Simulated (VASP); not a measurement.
All values below come from PBEsol GGA, VASP's PBE PAW potentials (set 64) (plane waves; VASP).

VASP ran on this input.

### INCAR
```
ISMEAR = 0   ! Gaussian
ENCUT = 500
NELM = 100
EDIFFG = -0.02   ! ionic stop
SYSTEM = InSb
LASPH = .TRUE.
ISIF = 3   ! ions, shape and volume
EDIFF = 1E-6
ALGO = Normal   ! blocked Davidson
LREAL = .FALSE.   ! projection in real space or not
GGA = PS
LMAXMIX = 4   ! l cut-off of mixed one-centre charges
PREC = Accurate
PSTRESS = 300   ! kbar
NSW = 40   ! most ionic steps
IBRION = 2   ! conjugate gradients
SIGMA = 0.05
LWAVE = .FALSE.
LCHARG = .FALSE.
```

### KPOINTS
```
Automatic mesh
0
Gamma
8 8 8
0 0 0
```

### POSCAR
```
InSb
1
    0.0000000000     2.9949243650     2.9949243650
    2.9949243650     0.0000000000     2.9949243650
    2.9949243650     2.9949243650    -0.0000000000
In Sb
1 1
Direct
  0.0000000000   0.0000000000   0.0000000000
  0.2500000000   0.2500000000   0.2500000000
```

POTCAR, in this order: In_d Sb (PBE.64 set). Program: vasp_std.

The resulting files:

OSZICAR:
```
       N       E                     dE             d eps       ncg     rms          rms(c)
DAV:   1     0.114995615585E+03    0.11500E+03   -0.81706E+03   754   0.144E+03
DAV:   2     0.459364013257E+00   -0.11454E+03   -0.11174E+03   779   0.320E+02
DAV:   3    -0.695673057552E+01   -0.74161E+01   -0.72969E+01   984   0.876E+01
DAV:   4    -0.714571729612E+01   -0.18899E+00   -0.18890E+00   911   0.158E+01
DAV:   5    -0.715469593655E+01   -0.89786E-02   -0.89784E-02  1087   0.297E+00    0.603E+00
DAV:   6    -0.697779087680E+01    0.17691E+00   -0.23603E-01  1002   0.109E+01    0.340E+00
DAV:   7    -0.693212743367E+01    0.45663E-01   -0.12876E-01   981   0.493E+00    0.840E-01
DAV:   8    -0.693090323386E+01    0.12242E-02   -0.12266E-02  1031   0.174E+00    0.489E-01
DAV:   9    -0.693113760465E+01   -0.23437E-03   -0.84112E-04   870   0.273E-01    0.111E-01
DAV:  10    -0.693115863003E+01   -0.21025E-04   -0.43681E-05  1121   0.737E-02    0.573E-02
DAV:  11    -0.693117127847E+01   -0.12648E-04   -0.21827E-05   809   0.589E-02    0.264E-02
DAV:  12    -0.693117179267E+01   -0.51420E-06   -0.69467E-07   607   0.120E-02
   1 F= 0.31288343E+01 E0= 0.31288343E+01  d E =0.312883E+01
       N       E                     dE             d eps       ncg     rms          rms(c)
DAV:   1    -0.164201595898E+02   -0.94890E+01   -0.20974E+02   959   0.262E+02    0.309E+01
DAV:   2    -0.467409583662E+01    0.11746E+02   -0.37444E+01   894   0.238E+02    0.615E+00
DAV:   3    -0.398625637893E+01    0.68784E+00   -0.22540E+00   987   0.191E+01    0.567E+00
DAV:   4    -0.383926983052E+01    0.14699E+00   -0.44621E-01   921   0.778E+00    0.266E+00
DAV:   5    -0.384680483896E+01   -0.75350E-02   -0.20218E-02  1067   0.159E+00    0.120E+00
DAV:   6    -0.384825483742E+01   -0.14500E-02   -0.63776E-03  1152   0.150E+00    0.272E-01
DAV:   7    -0.384825593765E+01   -0.11002E-05   -0.52025E-04   829   0.271E-01    0.943E-02
DAV:   8    -0.384826790385E+01   -0.11966E-04   -0.31044E-05  1211   0.720E-02    0.163E-02
DAV:   9    -0.384826810737E+01   -0.20352E-06   -0.36063E-06   864   0.283E-02
   2 F= 0.39608688E+01 E0= 0.39610844E+01  d E =0.832034E+00
       N       E                     dE             d eps       ncg     rms          rms(c)
DAV:   1    -0.117120747155E+02   -0.78638E+01   -0.15928E+02   944   0.362E+02    0.133E+01
DAV:   2    -0.743949192911E+01    0.42726E+01   -0.98839E+00   934   0.701E+01    0.565E+00
DAV:   3    -0.646449598848E+01    0.97500E+00   -0.33177E+00  1007   0.403E+01    0.152E+00
DAV:   4    -0.643104395844E+01    0.33452E-01   -0.24032E-01   933   0.761E+00    0.101E+00
DAV:   5    -0.642212333850E+01    0.89206E-02   -0.12816E-02  1145   0.126E+00    0.499E-01
DAV:   6    -0.642032191894E+01    0.18014E-02   -0.56992E-03   917   0.200E+00    0.212E-01
DAV:   7    -0.641974329609E+01    0.57862E-03   -0.20572E-03   919   0.874E-01    0.638E-02
DAV:   8    -0.641973301679E+01    0.10279E-04   -0.10474E-04   934   0.181E-01    0.263E-02
DAV:   9    -0.641973322467E+01   -0.20788E-06   -0.10093E-05  1138   0.537E-02    0.147E-02
DAV:  10    -0.641973090188E+01    0.23228E-05   -0.55546E-06   654   0.654E-02    0.205E-03
DAV:  11    -0.641973104030E+01   -0.13842E-06   -0.27352E-07   402   0.551E-03
   3 F= 0.30106729E+01 E0= 0.30106729E+01  d E =-.118161E+00
       N       E                     dE             d eps       ncg     rms          rms(c)
DAV:   1    -0.638351117559E+01    0.36220E-01   -0.70799E-02   959   0.615E+00    0.368E-01
DAV:   2    -0.638092420366E+01    0.25870E-02   -0.56266E-03   929   0.205E+00    0.123E-01
DAV:   3    -0.638051863522E+01    0.40557E-03   -0.11062E-03  1029   0.817E-01    0.761E-02
DAV:   4    -0.638050996095E+01    0.86743E-05   -0.53739E-05   794   0.760E-02    0.516E-02
DAV:   5    -0.638050400742E+01    0.59535E-05   -0.10090E-05   904   0.342E-02    0.211E-02
DAV:   6    -0.638050473732E+01   -0.72990E-06   -0.10540E-06   472   0.124E-02
   4 F= 0.30100611E+01 E0= 0.30100611E+01  d E =-.118773E+00
```

### OUTCAR
```
------------------------ aborting loop because EDIFF is reached ----------------------------------------
  FORCE on cell =-STRESS in cart. coord.  units (eV):
  Direction    XX          YY          ZZ          XY          YZ          ZX
  --------------------------------------------------------------------------------------
  Total        9.3598785      9.3598785      9.3598785      0.0000000      0.0000000      0.0000000
  in kB      299.0196327    299.0196327    299.0196327      0.0000000      0.0000000      0.0000000
  external PRESSURE =      -0.9803673 kB  Pullay stress =     300.0000000 kB
  volume of cell :       50.15
      direct lattice vectors                 reciprocal lattice vectors
     0.000000000  2.926961642  2.926961642    -0.170825607  0.170825607  0.170825607
     2.926961642  0.000000000  2.926961642     0.170825607 -0.170825607  0.170825607
     2.926961642  2.926961642  0.000000000     0.170825607  0.170825607 -0.170825607
  FREE ENERGIE OF THE ION-ELECTRON SYSTEM (eV)
  ---------------------------------------------------
  free  energy   TOTEN  =        -6.3805047373 eV

  energy  without entropy=       -6.3805047373  energy(sigma->0) =       -6.38050474
  enthalpy is  TOTEN    =         3.0100610845 eV   P V=        9.3905658218

 reached required accuracy - stopping structural energy minimisation
```
(Selected blocks of OUTCAR.)

CONTCAR:
```
InSb
   1.00000000000000
     0.0000000000000000    2.9269616422701858    2.9269616422701858
     2.9269616422701858    0.0000000000000000    2.9269616422701858
     2.9269616422701858    2.9269616422701858    0.0000000000000000
  In              Sb
     1     1
Direct
     0.0000000000000000    1.0000000000000000    0.0000000000000000
     0.2500000000000000    0.2500000000000000    0.2500000000000000
```

Energy and stress use the plane-wave basis of the starting cell.

The structure was generated: InSb was put into the zinc blende type (F-43m), which need not be its known phase. This run relaxes it under an external pressure of 30 GPa. Symmetry was kept, so distortions that lower it aren't found.
